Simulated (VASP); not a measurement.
# ZnPb: structure and properties in VASP, part 2 of 2

Aim: relax ZnPb, then compute properties on the relaxed cell. The cell is invented: it takes the structure of a Materials Project entry for MgCd (space group 166 there), with all of its atoms replaced by other elements, volume scaled by an estimate. It may not be a known or stable phase.

VASP 6.6.1, plane waves and PAW; the level of theory is named at each step.

So far. Step 5 (Bands along the symmetry lines (AM05)): There is no gap at this level. Step 6 (Total and projected DOS (AM05)): The finer mesh and the other smearing move the Fermi level by -0.14 eV from the 8×8×8 run, one measure of the sampling error in the zero of the bands above. The relaxed cell has a = 3.489, c = 13.285 Å (conventional setting).

## Step 9: Bands along the symmetry lines (AM05 + SOC)

This step: AM05, spin-orbit coupling; plane waves and PAW (Pb_d, Zn); invented cell (VASP 6.6.1).

Levels along the symmetry lines show where the bands peak and cross; KPOINTS_OPT computes them in the converged potential. Spin-orbit coupling needs spinors and the noncollinear program, where each band holds one electron.

Contents of INCAR:

```
SYSTEM = ZnPb
PREC = Accurate
ENCUT = 400
EDIFF = 1E-06
NELM = 100
ISMEAR = 1
SIGMA = 0.2
LREAL = .FALSE.
ALGO = Normal
GGA = AM
LNONCOLLINEAR = .TRUE.
MAGMOM = 0 0 0 0 0 0
NBANDS = 38
GGA_COMPAT = .FALSE.
LASPH = .TRUE.
LSORBIT = .TRUE.
LORBIT = 11
LWAVE = .FALSE.
LCHARG = .FALSE.
```

Contents of POSCAR:

```
ZnPb
1.0
    1.7443065733      1.0070755543      4.4282740905
   -1.7443065733      1.0070755543      4.4282740905
    0.0000000000     -2.0141511084      4.4282740905
Pb Zn
1 1
Direct
    0.0000000000      0.0000000000      0.0000000000
    0.5000000000      0.5000000000      0.5000000000
```

Contents of KPOINTS:

```
Automatic mesh
0
Gamma
6 6 6
0 0 0
```

Contents of KPOINTS_OPT:

```
Line mode
16
Line-mode
Reciprocal
  0.00000000   0.00000000   0.00000000 GAMMA
  0.50000000   0.00000000   0.00000000 L

  0.50000000   0.00000000   0.00000000 L
  0.50000000   0.20114640  -0.20114640 B1

  0.79885360   0.50000000   0.20114640 B
  0.50000000   0.50000000   0.50000000 Z

  0.50000000   0.50000000   0.50000000 Z
  0.00000000   0.00000000   0.00000000 GAMMA

  0.00000000   0.00000000   0.00000000 GAMMA
  0.35057320   0.00000000  -0.35057320 X

  0.64942680   0.35057320   0.00000000 Q
  0.50000000   0.50000000   0.00000000 F

  0.50000000   0.50000000   0.00000000 F
  0.64942680   0.64942680   0.20114640 P1

  0.64942680   0.64942680   0.20114640 P1
  0.50000000   0.50000000   0.50000000 Z

  0.50000000   0.00000000   0.00000000 L
  0.79885360   0.35057320   0.35057320 P
```

The projector-augmented-wave data sets are Pb_d and Zn (PBE family, release 64).

Command:

```sh
mpirun -np 1 vasp_ncl
```

The job ended after 11 min (1 MPI rank of AMD EPYC 7R43, shared host; peak memory 0.27 GiB).

LASPH is on here and off in scalar runs of this session, so a comparison with those holds both changes.

This step gave:

- SCF cycles: 12
- bands: 38
- irreducible k-points: 32
- free energy (TOTEN): -5.089 eV
- energy at zero smearing: -5.089 eV
- Fermi energy: 5.255 eV
- pressure: 0.5317 GPa

On-site spin-orbit energy by atom:

| atom | on-site spin-orbit energy (eV) |
| --- | --- |
| Pb1 | -1.10 |
| Zn2 | -0.01 |

Electronic bands along the path, in eV, zero at the Fermi level; # counts the bands kept in this run:

| point | #13 | #14 | #15 | #16 | #17 | #18 | #19 | #20 |
| --- | --- | --- | --- | --- | --- | --- | --- | --- |
| Γ | -2.13 | -2.13 | -1.26 | -1.26 | 5.15 | 5.15 | 6.65 | 6.65 |
| 0.47 of the way | -2.23 | -2.23 | 0.07 | 0.07 | 1.48 | 1.48 | 4.71 | 4.71 |
| L | -4.69 | -4.69 | 0.28 | 0.28 | 1.29 | 1.29 | 3.64 | 3.64 |
| 0.47 of the way | -4.26 | -4.26 | 0.07 | 0.07 | 0.98 | 0.98 | 1.78 | 1.78 |
| B1 | -2.98 | -2.98 | -2.42 | -2.42 | -1.65 | -1.65 | 2.66 | 2.66 |
| jump to B | -2.98 | -2.98 | -2.42 | -2.42 | -1.65 | -1.65 | 2.66 | 2.66 |
| 0.47 of the way | -5.37 | -5.37 | 0.03 | 0.03 | 1.53 | 1.53 | 6.06 | 6.06 |
| Z | -6.68 | -6.68 | 5.14 | 5.14 | 7.30 | 7.30 | 7.84 | 7.84 |
| 0.53 of the way | -4.98 | -4.98 | 2.48 | 2.48 | 5.35 | 5.35 | 6.85 | 6.85 |
| Γ | -2.13 | -2.13 | -1.26 | -1.26 | 5.15 | 5.15 | 6.65 | 6.65 |
| 0.53 of the way | -1.66 | -1.66 | -0.34 | -0.34 | 1.34 | 1.34 | 2.26 | 2.26 |
| X | -3.12 | -3.12 | -2.48 | -2.48 | -0.42 | -0.42 | 0.65 | 0.65 |
| jump to Q | -3.12 | -3.12 | -2.48 | -2.48 | -0.42 | -0.42 | 0.65 | 0.65 |
| 0.47 of the way | -3.62 | -3.62 | -1.67 | -1.67 | -1.38 | -1.38 | 0.76 | 0.76 |
| F | -4.02 | -4.02 | -1.90 | -1.90 | -1.23 | -1.23 | 2.19 | 2.19 |
| 0.47 of the way | -3.98 | -3.98 | -2.53 | -2.53 | -0.39 | -0.39 | 2.27 | 2.27 |
| P1 | -3.97 | -3.97 | -3.03 | -3.03 | 1.01 | 1.01 | 2.56 | 2.56 |
| 0.47 of the way | -5.72 | -5.72 | 0.32 | 0.32 | 3.77 | 3.77 | 4.87 | 4.87 |
| Z | -6.68 | -6.68 | 5.14 | 5.14 | 7.30 | 7.30 | 7.84 | 7.84 |
| jump to L | -4.69 | -4.69 | 0.28 | 0.28 | 1.29 | 1.29 | 3.64 | 3.64 |
| 0.47 of the way | -4.53 | -4.53 | -1.44 | -1.44 | 2.58 | 2.58 | 3.30 | 3.30 |
| P | -3.97 | -3.97 | -3.03 | -3.03 | 1.01 | 1.01 | 2.56 | 2.56 |

Of the projections kept (Pb, Zn), the largest for each band there, as a share of the weight inside these atoms' spheres; weight between the spheres isn't counted:

| point | #13 | #14 | #15 | #16 | #17 | #18 | #19 | #20 |
| --- | --- | --- | --- | --- | --- | --- | --- | --- |
| Γ | Pb 0.67 | Pb 0.67 | Zn 0.62 | Zn 0.62 | Pb 0.84 | Pb 0.84 | Pb 0.67 | Pb 0.67 |
| L | Zn 0.65 | Zn 0.65 | Pb 0.61 | Pb 0.61 | Zn 0.65 | Zn 0.65 | Pb 0.83 | Pb 0.83 |
| B1 | Pb 0.55 | Pb 0.55 | Zn 0.52 | Zn 0.52 | Pb 0.50 | Pb 0.50 | Pb 0.57 | Pb 0.57 |
| B | Pb 0.55 | Pb 0.55 | Zn 0.52 | Zn 0.52 | Pb 0.50 | Pb 0.50 | Pb 0.57 | Pb 0.57 |
| Z | Zn 0.85 | Zn 0.85 | Pb 0.90 | Pb 0.90 | Pb 0.90 | Pb 0.90 | Zn 0.59 | Zn 0.59 |
| Γ | Pb 0.67 | Pb 0.67 | Zn 0.62 | Zn 0.62 | Pb 0.84 | Pb 0.84 | Pb 0.67 | Pb 0.67 |

At these settings, which differ from those of the relaxation, the cell is under a pressure of 0.5 GPa.

## Step 10: Summary of results

- relaxed volume: 23.34 Å³/atom
- relaxed conventional cell a, b, c: 3.489, 3.489, 13.285 Å; angles 90.0, 90.0, 120.0°
- space group after relaxing, within 0.02 Å: R-3m (No. 166)
- band gap: none, a metal
- DOS at the Fermi level: 0.870 states/eV/cell
- band gap (AM05 + SOC): none, a metal

**Reading.** With AM05, ZnPb relaxes to 23.34 Å³/atom in space group R-3m (held by the symmetry of the run) and comes out as a metal. Not obtained: elastic tensor by finite strains (AM05), because the run hit its time limit. Bands along the symmetry lines (AM05): Of the bands kept, 2 cross the Fermi level on this path. Bands along the symmetry lines (AM05 + SOC): Of the bands kept, 4 cross the Fermi level on this path (spinor bands, one electron each). LASPH was switched on together with spin-orbit coupling, so shifts put down to the coupling hold both changes, and that of the mesh where it differs. The k-sampling is coarse for a metal, so the Fermi level, pressures and the shape of the cell carry errors. No search among competing phases was made. All values are for a static lattice at zero temperature.

[Lines on the potential files, build, host, timing and source positions are cut from VASP's logs without a mark.]

[Logs are printed without paths, hosts, clocks, repeated set-up lines and the standing remarks that a program may print on its own settings, such as how far it seeks lower states.]

[Hosts, paths, dates, database ids (printed as entryN), source tags and the programs' standing remarks are cut or masked in the printed files.]

[A measured line is paired with the nearest computed mode of its activity, which favours agreement.]

[In band tables of VASP the shares of atoms and orbitals are scaled to a sum of 1 inside the atoms' spheres.]
